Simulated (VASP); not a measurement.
Input for VASP

INCAR:
```
SYSTEM=VS
PREC=Accurate; ENCUT=400; LREAL=.FALSE.
LASPH=.TRUE.
EDIFF=1E-7; NELM=100; ALGO=Normal
LMAXMIX=4
ISMEAR=-5
ISIF=2
LWAVE=.FALSE.; LCHARG=.TRUE.; LORBIT=11
NEDOS=601
LEFG=.TRUE.
```

### KPOINTS
```
Automatic mesh
0
Gamma
6 11 6
0 0 0
```

File POSCAR:
```
VS
1
    5.7196955561     0.0000000000     0.0000000000
    0.0000000000     3.1232841611     0.0000000000
    0.0000000000     0.0000000000     5.6643767848
V S
4 4
Direct
  0.9899637521   0.2500000000   0.8005861147
  0.0100362479   0.7500000000   0.1994138853
  0.5100362479   0.7500000000   0.3005861147
  0.4899637521   0.2500000000   0.6994138853
  0.7182533872   0.7500000000   0.9237543636
  0.2817466128   0.2500000000   0.0762456364
  0.7817466128   0.2500000000   0.4237543636
  0.2182533872   0.7500000000   0.5762456364
```

POTCAR, in this order: V_sv S (LDA.64 set). Program: vasp_std.

Question: Translate this LDA calculation to Quantum ESPRESSO's pw.x.

Answer: One equivalent input (not run):
```
&CONTROL
  calculation = 'scf'
  pseudo_dir = './pseudo'
  outdir = './out'
  tprnfor = .true.
  tstress = .true.
/
&SYSTEM
  ibrav = 0
  nat = 8
  ntyp = 2
  ecutwfc = 84
  occupations = 'tetrahedra'
  input_dft = 'pz'
/
&ELECTRONS
  conv_thr = 7.3e-09
  electron_maxstep = 100
/
ATOMIC_SPECIES
  V 50.941 V.upf
  S 32.060 S.upf
CELL_PARAMETERS angstrom
     5.7196956    0.0000000    0.0000000
     0.0000000    3.1232842    0.0000000
     0.0000000    0.0000000    5.6643768
ATOMIC_POSITIONS crystal
  V    0.9899638  0.2500000  0.8005861
  V    0.0100362  0.7500000  0.1994139
  V    0.5100362  0.7500000  0.3005861
  V    0.4899638  0.2500000  0.6994139
  S    0.7182534  0.7500000  0.9237544
  S    0.2817466  0.2500000  0.0762456
  S    0.7817466  0.2500000  0.4237544
  S    0.2182534  0.7500000  0.5762456
K_POINTS automatic
  6 11 6 0 0 0
```
What does not carry over: the potentials are each code's own (VASP's PAW set, PseudoDojo norm-conserving files in pw.x), so ENCUT and ecutwfc are chosen apart and not converted; conv_thr bounds pw.x's estimated SCF error, while EDIFF bounds the energy change between steps; the field gradients of LEFG aren't asked of the other code.

The structure comes from a computed database's VS entry (Pnma); how it stands against other phases isn't given here. It was relaxed first, which changed the volume by -7 %.
